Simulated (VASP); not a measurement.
The cell holds one Rb (bcc) (100) slab, with vacuum along c, ions free to move until forces fall under 0.03 eV/Å, no reconstruction beyond this cell, dipole correction on.

Data:

```yaml
crystal:
  lattice:
    - [5.57633, 0.00000, 0.00000]
    - [0.00000, 5.57633, 0.00000]
    - [0.00000, 0.00000, 25.95707]
  atoms:
    - { symbol: Rb, position: [0.50000, 0.00000, 0.33888] }
    - { symbol: Rb, position: [0.00000, 0.50000, 0.44629] }
    - { symbol: Rb, position: [0.50000, 0.00000, 0.55371] }
    - { symbol: Rb, position: [0.00000, 0.50000, 0.66112] }
```

All values below come from PBEsol GGA, VASP's PBE PAW potentials (set 64) (plane waves; VASP). Run with 400 eV cut-off, 5×5×1 Γ-centred mesh, first-order Methfessel-Paxton smearing of 0.10 eV, potentials Rb_sv.

Slab and bulk use different k-meshes, so the surface energy is good to a few per cent at best.

Predict its surface energy, work function, band gap (on the k-mesh).

- surface energy = 0.10 J/m²
- work function = 2.23 eV
- band gap (on the k-mesh) = none (metal, semimetal or under 0.01 eV)

The cell is a thin slab with vacuum, built from Rb (bcc): (100) face.
